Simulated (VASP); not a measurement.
# ZnSe (Stilleite): what moves the LDA gap besides the functional, part 2 of 2

How far does the LDA gap of ZnSe (Stilleite) depend on cutoff, mesh and cell? The starting structure is a measured crystal structure from the Crystallography Open Database. Cell and atoms stay as given unless a step says otherwise.

VASP 6.6.1.

Results so far: reference 1.063 eV; cell and atoms relaxed by LDA 1.263 eV; no band path 1.062 eV.

**5. Bands with a cutoff of 500 eV (continued)**

Level of this step: LDA; plane waves and PAW (Se, Zn) (VASP).

Parts of OUTCAR (step 5):

```text
  Total       -0.8772911     -0.8772911     -0.8772911      0.0000000     -0.0000000     -0.0000000
  in kB      -30.8828050    -30.8828050    -30.8828050      0.0000000     -0.0000000     -0.0000000
  external PRESSURE =     -30.8828050 kB  Pullay stress =       0.0000000 kB

 POSITION                                       TOTAL-FORCE (eV/Angst)
 -----------------------------------------------------------------------------------
      4.25070      4.25070      4.25070        -0.000000     -0.000000     -0.000000
      0.00000      0.00000      0.00000         0.000000      0.000000      0.000000
 -----------------------------------------------------------------------------------
    total drift:                                0.000001      0.000001      0.000001

  FREE ENERGIE OF THE ION-ELECTRON SYSTEM (eV)
  ---------------------------------------------------
  free  energy   TOTEN  =        -7.3443121882 eV

  energy  without entropy=       -7.3443121882  energy(sigma->0) =       -7.34431219

[... 1 part as in an earlier step ...]

[... 2 further parts left out ...]
[key lines of the parts left out:]
E-fermi :   1.6702
```

With a cutoff of 500 eV the gap is 1.066 eV, +0.004 eV from the reference.

**6. Bands with a 10×10×10 mesh**

Against step 2 the input has a 10×10×10 mesh.

Input file INCAR:

```
SYSTEM = ZnSe
PREC = Accurate
ENCUT = 350
EDIFF = 1E-06
NELM = 100
ISMEAR = 0
SIGMA = 0.03
LREAL = .FALSE.
ALGO = Normal
GGA = CA
NBANDS = 21
LORBIT = 11
LWAVE = .FALSE.
LCHARG = .FALSE.
KPAR = 4
LASPH = .TRUE.
```

Input file POSCAR:

```
ZnSe
1.0
    0.0000000000      2.8338000000      2.8338000000
    2.8338000000      0.0000000000      2.8338000000
    2.8338000000      2.8338000000      0.0000000000
Se Zn
1 1
Direct
    0.7500000000      0.7500000000      0.7500000000
    0.0000000000      0.0000000000      0.0000000000
```

Input file KPOINTS:

```
Automatic mesh
0
Gamma
10 10 10
0 0 0
```

Input file KPOINTS_OPT:

```
Line mode
10
Line-mode
Reciprocal
  0.00000000   0.00000000   0.00000000 GAMMA
  0.50000000   0.00000000   0.50000000 X

  0.50000000   0.00000000   0.50000000 X
  0.50000000   0.25000000   0.75000000 W

  0.50000000   0.25000000   0.75000000 W
  0.37500000   0.37500000   0.75000000 K

  0.37500000   0.37500000   0.75000000 K
  0.00000000   0.00000000   0.00000000 GAMMA

  0.00000000   0.00000000   0.00000000 GAMMA
  0.50000000   0.50000000   0.50000000 L

  0.50000000   0.50000000   0.50000000 L
  0.62500000   0.25000000   0.62500000 U

  0.62500000   0.25000000   0.62500000 U
  0.50000000   0.25000000   0.75000000 W

  0.50000000   0.25000000   0.75000000 W
  0.50000000   0.50000000   0.50000000 L

  0.50000000   0.50000000   0.50000000 L
  0.37500000   0.37500000   0.75000000 K

  0.62500000   0.25000000   0.62500000 U
  0.50000000   0.00000000   0.50000000 X
```

The projector-augmented-wave data sets are Se and Zn (LDA family, release 64).

On the command line:

```bash
$ mpirun -np 4 vasp_std
```

The log of the run:

```text
[... set-up lines as in an earlier step ...]
 entering main loop
       N       E                     dE             d eps       ncg     rms          rms(c)
DAV:   1     0.873503762686E+02    0.87350E+02   -0.63274E+03  1990   0.737E+02
DAV:   2    -0.993618192005E+00   -0.88344E+02   -0.81605E+02  2070   0.192E+02
DAV:   3    -0.759389080425E+01   -0.66003E+01   -0.65432E+01  2349   0.526E+01
DAV:   4    -0.765543639463E+01   -0.61546E-01   -0.61523E-01  2242   0.518E+00
[...]
DAV:  10    -0.735016027143E+01   -0.17211E-04   -0.97272E-05  2362   0.825E-02    0.160E-02
DAV:  11    -0.735015407622E+01    0.61952E-05   -0.10378E-05  2868   0.462E-02    0.598E-03
DAV:  12    -0.735015410335E+01   -0.27128E-07   -0.16731E-06  2150   0.663E-03
   1 F= -.73501541E+01 E0= -.73501541E+01  d E =-.264325E-13
 Start KPOINTS_OPT (optional k-point list driver)
k-point batch [1-47\100]
       N       E                     dE             ncg
DAV:   1     0.107286659645E+04   -0.16022E+05     1989
DAV:   2    -0.322032829914E+04   -0.42932E+04     2062
DAV:   3    -0.355671557367E+04   -0.33639E+03     2282
DAV:   4    -0.356002926072E+04   -0.33137E+01     2375
DAV:   5    -0.356003961452E+04   -0.10354E-01     2232
DAV:   6    -0.356003967082E+04   -0.56291E-04     2392
DAV:   7    -0.356003967117E+04   -0.35728E-06     1776
[...]
k-point batch [95-100\100]
       N       E                     dE             ncg
DAV:   1     0.218862262852E+05   -0.32163E+04      252
DAV:   2     0.213520568925E+05   -0.53417E+03      265
DAV:   3     0.213116644743E+05   -0.40392E+02      300
DAV:   4     0.213112671457E+05   -0.39733E+00      312
DAV:   5     0.213112657512E+05   -0.13945E-02      282
DAV:   6     0.213112657427E+05   -0.84900E-05      302
DAV:   7     0.213112657427E+05   -0.59572E-07      244
```

The job ended after 4 s (4 MPI ranks of Intel Xeon 6975P-C (Granite Rapids), shared host; peak memory 0.56 GiB).

From OUTCAR (step 6):

```text
  Total       -0.9484399     -0.9484399     -0.9484399      0.0000000      0.0000000     -0.0000000
  in kB      -33.3874177    -33.3874177    -33.3874177      0.0000000      0.0000000     -0.0000000
  external PRESSURE =     -33.3874177 kB  Pullay stress =       0.0000000 kB

 POSITION                                       TOTAL-FORCE (eV/Angst)
 -----------------------------------------------------------------------------------
      4.25070      4.25070      4.25070         0.000000      0.000000      0.000000
      0.00000      0.00000      0.00000        -0.000000     -0.000000     -0.000000
 -----------------------------------------------------------------------------------
    total drift:                                0.000003      0.000003      0.000001

  FREE ENERGIE OF THE ION-ELECTRON SYSTEM (eV)
  ---------------------------------------------------
  free  energy   TOTEN  =        -7.3501541034 eV

  energy  without entropy=       -7.3501541034  energy(sigma->0) =       -7.35015410

[... 1 part as in an earlier step ...]

[... 2 further parts left out ...]
[key lines of the parts left out:]
E-fermi :   1.6476
```

With a 10×10×10 mesh the gap is 1.065 eV, +0.003 eV from the reference.

**7. Comparison**

```csv
run,gap (eV),change (eV),core minutes
reference,1.063,-,0.213
cell and atoms relaxed by LDA,1.263,0.201,0.213
no band path,1.062,0.0,0.0933
a cutoff of 500 eV,1.066,0.004,0.493
a 10×10×10 mesh,1.065,0.003,0.267
```

Core minutes are wall time times ranks of the run shown, on a shared host.

**8. What came out**

- reference gap: 1.063 eV
- gap with cell and atoms relaxed by LDA: 1.263 eV
- gap with no band path: 1.062 eV
- gap with a cutoff of 500 eV: 1.066 eV
- gap with a 10×10×10 mesh: 1.065 eV

What this shows: Among the runs that read a gap along the path, the one with cell and atoms relaxed by LDA moves it most, by +0.201 eV. On finer settings it changes by +0.004 eV with a cutoff of 500 eV and +0.003 eV with a 10×10×10 mesh. The functional's own error isn't tested here. Further runs on this material are not shown.

[Lines on the potential files, build, host, timing and source positions are cut from VASP's logs without a mark.]

[Logs are printed without paths, hosts, clocks, repeated set-up lines and the standing remarks that a program may print on its own settings, such as how far it seeks lower states.]

[Hosts, paths, dates, database ids (printed as entryN), source tags and the programs' standing remarks are cut or masked in the printed files.]
